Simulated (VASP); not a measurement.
# NaH20ClO10 in VASP: notebook

The runs below take NaH20ClO10 through single point, with r2SCAN+D3(BJ).

Everything below comes from runs of VASP 6.6.1. Logs are shortened: lines on timing, memory, paths and dates and some standing lists are left out, and cuts for length are marked.

**1. Starting point**

The cell holds a amorphous, 32 atoms: a = 7.647 Å, b = 7.647 Å, c = 7.647 Å, α = 90.00°, β = 90.00°, γ = 90.00°.

The cell was built by a generator and needn't be a form met in nature.

**2. Single point, r2SCAN+D3(BJ)**

Contents of POSCAR:

```
NaH20ClO10
1.0
    7.6471670000      0.0000000000      0.0000000000
    0.0000000000      7.6471670000      0.0000000000
    0.0000000000      0.0000000000      7.6471670000
O H Na Cl
10 20 1 1
Direct
    0.4857354364      0.7409018268      0.2230629984
    0.1406403182      0.5833271328      0.1616938665
    0.3686201701      0.3156855343      0.5715319150
    0.9921321190      0.3972974567      0.5007736852
    1.0231762952      0.2448619208      0.0576030313
    0.8314059311      0.7152975736      0.3636902398
    0.6924786656      0.8728591909      0.9640955925
    0.3870191406      0.8651700689      0.5561144408
    0.1257589902      0.0842272700      0.7432033327
    0.4511343874      0.2171653895      0.1559270250
    0.4458513852      0.7960856615      0.3271276801
    0.5374670123      0.8190745671      0.1426018289
    0.2474772684      0.6556022642      0.1520824640
    0.0513392737      0.6536538302      0.2167730873
    0.3552165135      0.4234509329      0.6301026249
    0.4916461220      0.2855828832      0.5733495816
    0.9218184983      0.4931107167      0.4502320925
    0.9078656187      0.3130309564      0.5528583330
    1.0396268317      0.3685417096      0.0367587108
    1.0616742122      0.1870235082     -0.0458993507
    0.8051086108      0.8041801624      0.4450667809
    0.7135322140      0.6723143355      0.3359675550
    0.6963886103      0.9677309257      0.8751345433
    0.7507224571      0.7765751683      0.9082056139
    0.4918815033      0.9366867495      0.5626135796
    0.2965934967      0.9339406345      0.6077675563
    0.0100560116      0.0589891655      0.6868948985
    0.1733975471      0.1695922163      0.6661944221
    0.4694418207      0.2068478431      0.0318810875
    0.5625220425      0.1813351271      0.1984787308
    0.1993810257      0.3159993760      0.3069764267
    0.7248435924      0.0989386004      0.5876686098
```

Contents of INCAR.step1:

```
PREC     = Accurate       # precision mode
ENCUT    = 520            # plane-wave cutoff, eV
ISMEAR   = -1             # smearing method
SIGMA    = 0.02           # smearing width, eV
LREAL    = Auto         
LASPH    = True           # aspherical terms in the spheres
NELM     = 80             # most SCF steps
NBANDS   = 69             # bands
GGA      = PE             # functional
ALGO     = Normal         # electronic algorithm
EDIFF    = 1E-4           # SCF threshold, eV
LWAVE    = True           # write WAVECAR
LCHARG   = False          # write CHGCAR
```

Contents of INCAR.step2:

```
PREC     = Accurate       # precision mode
ENCUT    = 520            # plane-wave cutoff, eV
EDIFF    = 1E-6           # SCF threshold, eV
ISMEAR   = -1             # smearing method
SIGMA    = 0.02           # smearing width, eV
LREAL    = Auto         
LASPH    = True           # aspherical terms in the spheres
NELM     = 80             # most SCF steps
ALGO     = Normal         # electronic algorithm
ISIF     = 2              # what is computed and relaxed
LWAVE    = False          # write WAVECAR
LCHARG   = True           # write CHGCAR
METAGGA  = R2SCAN         # meta-GGA
LMIXTAU  = True         
IVDW     = 12             # dispersion correction
VDW_S6   = 1.0          
VDW_S8   = 0.78981345   
VDW_A1   = 0.49484001   
VDW_A2   = 5.73083694   
LELF     = True           # ELF
LVHAR    = True         
NBANDS   = 69             # bands
ISTART   = 1
```

Contents of KPOINTS:

```
regular mesh
0
Gamma
  1 1 1
```

Potentials or basis: VASP PAW PBE potentials, release 64 (O, H, Na_pv, Cl).

Command:

```
$ cat potpaw_PBE.64/O/POTCAR potpaw_PBE.64/H/POTCAR potpaw_PBE.64/Na_pv/POTCAR potpaw_PBE.64/Cl/POTCAR > POTCAR
$ cp INCAR.step1 INCAR
$ mpirun -np 1 vasp_gam > vasp.out
$ cp INCAR.step2 INCAR
$ mpirun -np 1 vasp_gam > vasp.out
```

OUTCAR:

```text
PREC = Accurate
   ENCUT = 520
   EDIFF = 1E-6
   ISMEAR = -1
   LREAL = Auto
   LASPH = True
   NELM = 80
   ISIF = 2
   METAGGA = R2SCAN
   IVDW = 12
   ISTART = 1
 IVDW          = 12

 ion  position               nearest neighbor table
   1  0.486  0.741  0.223-  12 0.94  11 0.95
   2  0.141  0.583  0.162-  14 0.97  13 0.99  31 2.37
   3  0.369  0.316  0.572-  15 0.94  16 0.97
   4  0.992  0.397  0.501-  17 0.99  18 0.99  31 2.26
   5  0.023  0.245  0.058-  20 0.95  19 0.97
   6  0.831  0.715  0.364-  21 0.94  22 0.98
   7  0.692  0.873  0.964-  24 0.96  23 1.00
   8  0.387  0.865  0.556-  26 0.95  25 0.97
   9  0.126  0.084  0.743-  28 0.95  27 1.00
  10  0.451  0.217  0.156-  30 0.95  29 0.96  31 2.37
  11  0.446  0.796  0.327-   1 0.95
  12  0.537  0.819  0.143-   1 0.94
  13  0.247  0.656  0.152-   2 0.99
  14  0.051  0.654  0.217-   2 0.97
  15  0.355  0.423  0.630-   3 0.94
  16  0.492  0.286  0.573-   3 0.97
[... 12 lines left out ...]
  29  0.469  0.207  0.032-  10 0.96
  30  0.563  0.181  0.198-  10 0.95
  31  0.199  0.316  0.307-   4 2.26  10 2.37   2 2.37
  32  0.725  0.099  0.588-

  LATTYP: Found a simple cubic cell.
 ALAT       =     7.6471670000

  Lattice vectors:

 A1 = (   7.6471670000,   0.0000000000,   0.0000000000)
 A2 = (   0.0000000000,   7.6471670000,   0.0000000000)
 A3 = (   0.0000000000,   0.0000000000,   7.6471670000)

Analysis of symmetry for initial positions (statically):
=====================================================================
 Subroutine PRICEL returns:
 Original cell was already a primitive cell.

 Routine SETGRP: Setting up the symmetry group for a
 simple cubic supercell.

 Subroutine GETGRP returns: Found  1 space group operations
 (whereof  1 operations were pure point group operations)
 out of a pool of 48 trial point group operations.

The static configuration has the point symmetry C_1 .

Analysis of symmetry for dynamics (positions and initial velocities):
=====================================================================
 Subroutine PRICEL returns:
 Original cell was already a primitive cell.

 Routine SETGRP: Setting up the symmetry group for a
 simple cubic supercell.

 Subroutine GETGRP returns: Found  1 space group operations
 (whereof  1 operations were pure point group operations)
 out of a pool of 48 trial point group operations.

The dynamic configuration has the point symmetry C_1 .

 Subroutine INISYM returns: Found  1 space group operations
 (whereof  1 operations are pure point group operations),
 and found     1 'primitive' translations

----------------------------------------------------------------------------------------

                                     Primitive cell

  volume of cell :     447.1999

  direct lattice vectors                    reciprocal lattice vectors
     7.647167000  0.000000000  0.000000000     0.130767381  0.000000000  0.000000000
     0.000000000  7.647167000  0.000000000     0.000000000  0.130767381  0.000000000
     0.000000000  0.000000000  7.647167000     0.000000000  0.000000000  0.130767381

  length of vectors
     7.647167000  7.647167000  7.647167000     0.130767381  0.130767381  0.130767381

  position of ions in fractional coordinates (direct lattice)
     0.485735436  0.740901827  0.223062998
     0.140640318  0.583327133  0.161693867
     0.368620170  0.315685534  0.571531915
     0.992132119  0.397297457  0.500773685
     0.023176295  0.244861921  0.057603031
     0.831405931  0.715297574  0.363690240
[... 24 lines left out ...]
     0.199381026  0.315999376  0.306976427
     0.724843592  0.098938600  0.587668610

  ion indices of the primitive-cell ions
   primitive index   ion index
                 1           1
                 2           2
                 3           3
                 4           4
                 5           5
                 6           6
[... 24 lines left out ...]
                31          31
                32          32

----------------------------------------------------------------------------------------

 KPOINTS: regular mesh

Automatic generation of k-mesh.
 Grid dimensions read from file:
 generate k-points for:    1    1    1

 Generating k-lattice:

  Cartesian coordinates                     Fractional coordinates (reciprocal lattice)
     0.130767381  0.000000000  0.000000000     1.000000000  0.000000000  0.000000000
     0.000000000  0.130767381  0.000000000     0.000000000  1.000000000  0.000000000
     0.000000000  0.000000000  0.130767381     0.000000000  0.000000000  1.000000000

  Length of vectors
     0.130767381  0.130767381  0.130767381

  Shift w.r.t. Gamma in fractional coordinates (k-lattice)
     0.000000000  0.000000000  0.000000000

 Subroutine IBZKPT returns following result:
 ===========================================

 Found      1 irreducible k-points:

 Following reciprocal coordinates:
            Coordinates               Weight
  0.000000  0.000000  0.000000      1.000000
   k-points           NKPTS =      1   k-points in BZ     NKDIM =      1   number of bands    NBANDS=     69
   number of dos      NEDOS =    301   number of ions     NIONS =     32
   total plane-waves  NPLWV = 216000
   dimension x,y,z NGX =    60 NGY =   60 NGZ =   60
   dimension x,y,z NGXF=   120 NGYF=  120 NGZF=  120
   ions per type =              10  20   1   1
   NGX,Y,Z   is equivalent  to a cutoff of  13.04, 13.04, 13.04 a.u.
   NGXF,Y,Z  is equivalent  to a cutoff of  26.09, 26.09, 26.09 a.u.
 SYSTEM =  unknown system
   PREC   = accura    normal or accurate (medium, high low for compatibility)
   ISTART =      1    job   : 0-new  1-cont  2-samecut
   ICHARG =      0    charge: 1-file 2-atom 10-const
   ISPIN  =      1    spin polarized calculation?
   LNONCOLLINEAR =      F non collinear calculations
   LSORBIT =      F    spin-orbit coupling
   LASPH  =      T    aspherical Exc in radial PAW
   ENCUT  =  520.0 eV  38.22 Ry    6.18 a.u.  14.22 14.22 14.22*2*pi/ulx,y,z
   NELM   =     80;   NELMIN=  2; NELMDL=  0     # of ELM steps
   EDIFF  = 0.1E-05   stopping-criterion for ELM
   LREAL  =      T    real-space projection
   EDIFFG = 0.1E-04   stopping-criterion for IOM
   NSW    =      0    number of steps for IOM
   IBRION =     -1    ionic relax: 0-MD 1-quasi-New 2-CG
   NFREE  =      0    steps in history (QN), initial steepest desc. (CG)
   ISIF   =      2    stress and relaxation
   ISYM   =      2    0-nonsym 1-usesym 2-fastsym
   POTIM  = 0.5000    time-step for ionic-motion
   TEBEG  =    0.0;   TEEND  =   0.0 temperature during run
   PSTRESS=    0.0 pullay stress
   NELECT =      94.0000    total number of electrons
   NUPDOWN=      -1.0000    fix difference up-down
   EMIN   =  10.00;   EMAX   =-10.00  energy-range for DOS
   EFERMI =   0.00;   METHOD = LEGACY
   ISMEAR =    -1;   SIGMA  =   0.02  broadening in eV -4-tet -1-fermi 0-gaus
   EFERMI_NEDOS =   21; number of points for ismear=-14 and -15
   IALGO  =     38    algorithm
   IMIX   =      4    mixing-type and parameters
     AMIX     =   0.40;   BMIX     =  1.00
     AMIX_MAG =   1.60;   BMIX_MAG =  1.00
  volume/ion in A,a.u.               =      13.97        94.31
  Fermi-wavevector in a.u.,A,eV,Ry     =   0.973383  1.839426 12.891160  0.947474
  Thomas-Fermi vector in A             =   2.103757
   LORBIT       =      0    0 simple, 1 ext, 2 COOP (PROOUT), +10 PAW based schemes
   METAGGA = R2SCAN    functional components
   LHFCALC =     F    Hartree Fock is set to
   AEXX    =    0.0000 exact exchange contribution
   IVDW    =    12    specifies the selected vdW correction
   LEPSILON=     F    determine dielectric tensor
   LRPA    =     F    only Hartree local field effects (RPA)
 non-spin polarized calculation
  energy-cutoff  :      520.00
  volume of cell :      447.20
 maximum number of plane-waves:      6027
 NGX is ok and might be reduce to    60
   NGX = 29   NGY = 29   NGZ = 29

 number of electron      94.0000014 magnetization

 Free energy of the ion-electron system (eV)
  ---------------------------------------------------
  ext. energy  EPLUGINS =         0.00000000
  ---------------------------------------------------
  free energy    TOTEN  =      -170.97766200 eV

  energy without entropy =     -170.97766200  energy(sigma->0) =     -170.97766200

 E-fermi :  -4.0820     XC(G=0):  -6.0519

 val. band max:       -4.5631376772   @ k =   0.0000   0.0000   0.0000
 cond. band min:       0.6897191601   @ k =   0.0000   0.0000   0.0000
 fundamental gap:      5.2528568373
 Fermi energy:        -4.0820072836

 k-point     1 :       0.0000    0.0000    0.0000
  band No.  band energies     occupation
      1     -25.3299      2.00000
      2     -25.3054      2.00000
      3     -25.2956      2.00000
      4     -24.8101      2.00000
      5     -24.7136      2.00000
      6     -24.4585      2.00000
[... 51 lines left out ...]
     58       5.3575      0.00000
     59       5.5561      0.00000
 [bands above 59 left out]

------------------------ aborting loop because EDIFF is reached ----------------------------------------

 Edisp (eV)   -0.50524

 E8    (eV) :    -0.0880

  FORCE on cell =-STRESS in cart. coord.  units (eV):
  Direction    XX          YY          ZZ          XY          YZ          ZX
  --------------------------------------------------------------------------------------
  -------------------------------------------------------------------------------------
  Total      -2.38803     0.84264     0.74541    -0.46795     1.77228    -1.32005
  in kB      -8.55556     3.01893     2.67057    -1.67650     6.34951    -4.72933
  external pressure =       -0.96 kB  Pullay stress =        0.00 kB

 VOLUME and BASIS-vectors are now :
 -----------------------------------------------------------------------------
  energy-cutoff  :      520.00
  volume of cell :      447.20
      direct lattice vectors                 reciprocal lattice vectors
     7.647167000  0.000000000  0.000000000     0.130767381  0.000000000  0.000000000
     0.000000000  7.647167000  0.000000000     0.000000000  0.130767381  0.000000000
     0.000000000  0.000000000  7.647167000     0.000000000  0.000000000  0.130767381

 POSITION                                       TOTAL-FORCE (eV/Angst)
 -----------------------------------------------------------------------------------
      3.71450      5.66580      1.70580        -0.534414     -2.026557      0.065976
      1.07550      4.46080      1.23650         0.638477      0.162707     -0.166612
      2.81890      2.41410      4.37060        -0.236824     -0.868333     -0.675238
      7.58700      3.03820      3.82950        -0.807315     -0.134200      0.211784
      0.17723      1.87250      0.44050        -0.254611      0.545657      1.048853
      6.35790      5.47000      2.78120        -0.231042     -1.618946     -0.624317
[... 24 lines left out ...]
      1.52470      2.41650      2.34750         0.153345     -0.090088     -0.239693
      5.54300      0.75660      4.49400         0.050229     -0.099283      0.114210
 -----------------------------------------------------------------------------------
    total drift:                               -0.029625     -0.009420     -0.002344

  FREE ENERGIE OF THE ION-ELECTRON SYSTEM (eV)
  ---------------------------------------------------
  free  energy   TOTEN  =      -171.4829002431 eV

  energy  without entropy=     -171.4829002431  energy(sigma->0) =     -171.48290024
```

Run time: 2.2 min. Hardware: 1 thread of Intel Xeon 6975P-C (Granite Rapids), shared host; peak memory 0.55 GiB.

Results:

* Free energy: -171.4829 eV
* Pressure: -0.1 GPa
* Largest force: 2.097 eV/Å
* Band gap on the k mesh: 5.25 eV, direct
* Dispersion energy per atom: -0.016 eV

Forces in eV/Å, atoms in the order of the input:
```
O   -0.534 -2.027  0.066
O    0.638  0.163 -0.167
O   -0.237 -0.868 -0.675
O   -0.807 -0.134  0.212
O   -0.255  0.546  1.049
O   -0.231 -1.619 -0.624
O   -0.088  1.109 -0.680
O    0.610 -0.607 -0.686
O   -1.554 -1.077 -0.363
O   -0.272  0.048 -0.323
H   -0.466  0.828  0.904
H    0.683  1.016 -0.870
H   -0.431 -0.331  0.190
H   -0.143  0.264  0.098
H   -0.122  1.088  0.501
H    0.278 -0.242  0.099
H    0.333 -0.270  0.423
H    0.375  0.631 -0.537
H    0.003  0.121 -0.065
H    0.289 -0.564 -0.940
H    0.079  1.322  0.940
H    0.254  0.242 -0.499
H   -0.001 -0.817  0.564
H    0.075 -0.149 -0.009
H    0.091  0.131  0.219
H   -0.659  0.342  0.529
H    0.809  0.150  0.734
H    0.785  1.001 -0.411
H   -0.395  0.069 -0.270
H    0.691 -0.175  0.717
Na   0.153 -0.090 -0.240
Cl   0.050 -0.099  0.114
```

Caveat: the PAW data sets were made with another functional, which shifts forces and pressure a little.

(Continued in part 2 of 2.)
